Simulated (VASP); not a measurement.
LiTiB4:

```
Li Ti B
1.0
     3.02096    0.00000    0.00000
    -1.51048    2.61623    0.00000
     0.00000    0.00000    6.76085
Li Ti B
1 1 4
Cartesian
  0.0000 0.0000 3.3804
  0.0000 0.0000 0.0000
  0.0000 1.7442 5.1879
  1.5105 0.8721 5.1879
  0.0000 1.7442 1.5730
  1.5105 0.8721 1.5730
```

The cell was built by a generator and needn't be a form met in nature.

| Property | Result |
| --- | --- |
| Program | VASP 6.6.1 |
| Task | relaxation of cell and atoms |
| Functional | AM05 |
| Potentials or basis | VASP PAW PBE potentials, release 64 (Li_sv, Ti_sv, B) |
| Cutoff | 600 eV |
| k mesh | 7 × 7 × 3 |
| Occupations | fermi-dirac, width 0.05 eV |
| Spin | no spin polarisation |

At the start: pressure -3.8 GPa; volume 8.91 Å³/atom.

Question: How do energy, volume and symmetry change on relaxing?

Answer: Over 10 steps the energy falls by 2.9 meV/atom and the volume is 8.69 Å³/atom (-2.4 %); space group P6/mmm (No. 191, to 0.05 Å).

The path:
```tsv
step	energy change (eV)	largest force (eV/Å)	pressure (GPa)	volume (Å³)
1	0.0000	0.1525	-3.83	53.43
2	-0.0117	0.0601	1.90	51.81
3	-0.0151	0.0137	0.42	52.35
4	-0.0172	0.0202	-0.18	52.37
5	-0.0172	0.0220	-0.21	52.38
6	-0.0174	0.0249	-0.04	52.30
7	-0.0174	0.0276	0.20	52.19
8	-0.0175	0.0187	0.20	52.18
9	-0.0176	0.0050	0.10	52.16
10	-0.0176	0.0050	0.08	52.16
```

Final structure:
```xyz
6
Lattice="3.0119 0.0000 0.0000 -1.5059 2.6083 0.0000 0.0000 0.0000 6.6399" Properties=species:S:1:pos:R:3 pbc="T T T"
Li    1.5059    2.6083    3.3199
Ti    1.5059    2.6083    6.6399
B     0.0000    1.7389    5.0953
B     1.5059    0.8694    5.0953
B     0.0000    1.7389    1.5445
B     1.5059    0.8694    1.5445
```

Caveat: the cutoff is under 1.25 times the usual one of these potentials, so pressure, stress and relaxed cells hold a basis-set (Pulay) error; the PAW data sets were made with another functional, which shifts forces and pressure a little.
